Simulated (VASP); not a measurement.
Runs of VASP 6.6.1 on Pd. Symmetry: Fm-3m, No. 225, cubic system. The conventional cell has a = 3.893 Å, b = 3.893 Å, c = 3.893 Å, α = 90.00°, β = 90.00°, γ = 90.00°. Pd (site symmetry m-3m) is surrounded by 12 Pd at 2.75 Å. 

```tsv
level	potentials or basis	k mesh	cutoff (eV)	gap on the mesh (eV)	pressure (GPa)	relaxed volume (Å³/atom)
PBE	VASP PAW PBE potentials, release 64 (Pd)	8 × 8 × 8	300	none	-0.1	(a)
PBE	VASP PAW PBE potentials, release 64 (Pd)	16 × 16 × 16	600	none	-0.1	15.30
PBE+D3(BJ)	VASP PAW PBE potentials, release 64 (Pd)	16 × 16 × 16	600	none	0.0	14.69
AM05	VASP PAW PBE potentials, release 64 (Pd)	16 × 16 × 16	600	none	0.0	14.48
RPBE	VASP PAW PBE potentials, release 64 (Pd)	16 × 16 × 16	600	none	0.0	15.73
r2SCAN	VASP PAW PBE potentials, release 64 (Pd)	16 × 16 × 16	600	none	0.1	(b)
PBEsol	VASP PAW PBE potentials, release 64 (Pd)	16 × 16 × 16	600	none	0.0	14.53
LDA	VASP PAW LDA potentials, release 64 (Pd)	16 × 16 × 16	600	none	0.0	(c)
```

Alike in all rows: task relaxation of cell and atoms; no spin polarisation; cell relaxed; smearing methfessel-paxton 0.1 eV.

Q: Fill in the values left out.

A: (a) 15.38; (b) 14.97; (c) 14.17.

Caveats: the PAW data sets were made with another functional, which shifts forces and pressure a little (some runs); the cutoff is under 1.25 times the usual one of these potentials, so pressure, stress and relaxed cells hold a basis-set (Pulay) error (some runs); pairwise dispersion overbinds metals, which lowers pressure and volume (some runs).

A k mesh can miss the band edges, and the runs leave out spin-orbit coupling on Pd.

A gap of «none» marks a metal or a gap under the smearing width.

Not every run made on this cell is shown here.
